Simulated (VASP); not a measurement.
Level of theory: RPBE GGA, VASP's PBE PAW potentials (set 64) (plane waves; VASP).

Input for VASP

KPOINTS:
```
Automatic mesh
0
Gamma
14 14 14
0 0 0
```

File POSCAR:
```
BN
1
    0.0000000000     1.8221765605     1.8221765605
    1.8221765605     0.0000000000     1.8221765605
    1.8221765605     1.8221765605     0.0000000000
B N
1 1
Direct
  0.0000000000   0.0000000000   0.0000000000
  0.2500000000   0.2500000000   0.2500000000
```

### INCAR
```
! general
SYSTEM = BN
PREC   = Accurate
ENCUT  = 520
LREAL  = F
LASPH  = T

! electronic loop
EDIFF  = 1E-7
NELM   = 100
ALGO   = Normal

! smearing
ISMEAR = -5

! functional
GGA    = RP

! ions
ISIF   = 2

! output
LWAVE  = F
LCHARG = T
LORBIT = 11
NEDOS  = 601
```

POTCAR, in this order: B N (PBE.64 set). Program: vasp_std.

The run wrote:

### OSZICAR
```
       N       E                     dE             d eps       ncg     rms          rms(c)
DAV:   1     0.959053142328E+01    0.95905E+01   -0.53665E+03  1752   0.101E+03
DAV:   2    -0.173166698908E+02   -0.26907E+02   -0.26470E+02  2352   0.172E+02
DAV:   3    -0.174973842808E+02   -0.18071E+00   -0.18071E+00  1888   0.178E+01
DAV:   4    -0.174975584501E+02   -0.17417E-03   -0.17417E-03  2368   0.484E-01
DAV:   5    -0.174975585184E+02   -0.68210E-07   -0.68210E-07  1792   0.671E-03    0.661E+00
DAV:   6    -0.166844717486E+02    0.81309E+00   -0.33363E+00  2136   0.133E+01    0.328E+00
DAV:   7    -0.166328652575E+02    0.51606E-01   -0.83345E-02  2224   0.289E+00    0.192E+00
DAV:   8    -0.166266566104E+02    0.62086E-02   -0.35837E-02  1736   0.187E+00    0.157E-01
DAV:   9    -0.166270564792E+02   -0.39987E-03   -0.73849E-04  1752   0.281E-01    0.702E-02
DAV:  10    -0.166272293393E+02   -0.17286E-03   -0.26254E-04  2256   0.162E-01    0.162E-02
DAV:  11    -0.166272401198E+02   -0.10780E-04   -0.19041E-05  2048   0.444E-02    0.923E-03
DAV:  12    -0.166272404123E+02   -0.29249E-06   -0.22328E-06  2008   0.130E-02    0.627E-04
DAV:  13    -0.166272404401E+02   -0.27807E-07   -0.44091E-08   944   0.251E-03
   1 F= -.16627240E+02 E0= -.16627240E+02  d E =0.000000E+00
```

**OUTCAR**
```
------------------------ aborting loop because EDIFF is reached ----------------------------------------
  FORCE on cell =-STRESS in cart. coord.  units (eV):
  Direction    XX          YY          ZZ          XY          YZ          ZX
  --------------------------------------------------------------------------------------
  Total       -0.0004396     -0.0004396     -0.0004396      0.0000000      0.0000000      0.0000000
  in kB       -0.0582044     -0.0582044     -0.0582044      0.0000000      0.0000000      0.0000000
  external PRESSURE =      -0.0582044 kB  Pullay stress =       0.0000000 kB
  volume of cell :       12.10
      direct lattice vectors                 reciprocal lattice vectors
     0.000000000  1.822176560  1.822176560    -0.274397120  0.274397120  0.274397120
     1.822176560  0.000000000  1.822176560     0.274397120 -0.274397120  0.274397120
     1.822176560  1.822176560  0.000000000     0.274397120  0.274397120 -0.274397120
  FREE ENERGIE OF THE ION-ELECTRON SYSTEM (eV)
  ---------------------------------------------------
  free  energy   TOTEN  =       -16.6272404401 eV

  energy  without entropy=      -16.6272404401  energy(sigma->0) =      -16.62724044

 total charge

# of ion       s       p       d       tot
------------------------------------------
    1        0.675   1.325   0.000   2.000
    2        1.217   2.742   0.000   3.960
--------------------------------------------------
tot          1.893   4.067   0.000   5.960
```
(Selected blocks of OUTCAR.)

The compound is BN in the zinc blende structure. It was relaxed first.
